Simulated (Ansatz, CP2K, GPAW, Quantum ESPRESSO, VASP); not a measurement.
# One calculation of KPt, 5 ways

```
CELL_PARAMETERS angstrom
3.00085 0.00000 0.00000
-1.50042 2.59881 0.00000
0.00000 0.00000 5.34558
ATOMIC_POSITIONS crystal
Pt 0.67869 0.34565 0.00563
K 0.97504 0.98655 0.50389
```

The cell comes from a database or a generator and needn't be the stable form of this composition.

Atoms were shifted at random by some hundredths of an Å from the given cell, which wasn't relaxed again for these runs.

Alike in all runs: task single point; functional PBE; k mesh 10 × 10 × 5; occupations fermi-dirac, width 0.05 eV; no spin polarisation; no spin-orbit coupling. Pressure is positive in compression and, in plane waves, holds the error of the finite cutoff, which Ansatz's Pulay term estimates and takes out.

| program and potentials | plane-wave cutoff (eV) | notes | pressure (GPa) | largest force (eV/Å) | energy over the undisturbed cell (meV/atom) |
| --- | --- | --- | --- | --- | --- |
| Ansatz, Ansatz PAW | 420 | 13.5 valence electrons an atom on average | ? | ? | ? |
| VASP, PBE PAW files K_sv, Pt, 520 eV | 520 | 9.5 valence electrons an atom on average | 0.52 | 0.053 | - |
| CP2K, POTENTIAL_UZH Pt GTH-PBE-q18, K GTH-PBE-q9; TZVP-MOLOPT-PBE-GTH basis | - | atomic basis; 13.5 valence electrons an atom on average | 0.24 | 0.053 | 1.05 |
| Quantum ESPRESSO, SSSP 1.3 efficiency PBE | 816 | 12.5 valence electrons an atom on average | 0.10 | 0.052 | 1.03 |
| GPAW, GPAW PAW data sets (gpaw-data 1.2.1) | 600 | 12.5 valence electrons an atom on average | 0.51 | 0.052 | 1.03 |

Q: Estimate from the other rows what the run with Ansatz, Ansatz PAW gave.

A: Pressure 0.36 GPa; largest force 0.052 eV/Å; energy over the undisturbed cell 1.03 meV/atom. Its pressure holds a Pulay term of +0.03 GPa. The other rows, which needn't bracket it: pressure 0.10 to 0.52; largest force 0.052 to 0.053; energy over the undisturbed cell 1.03 to 1.05.
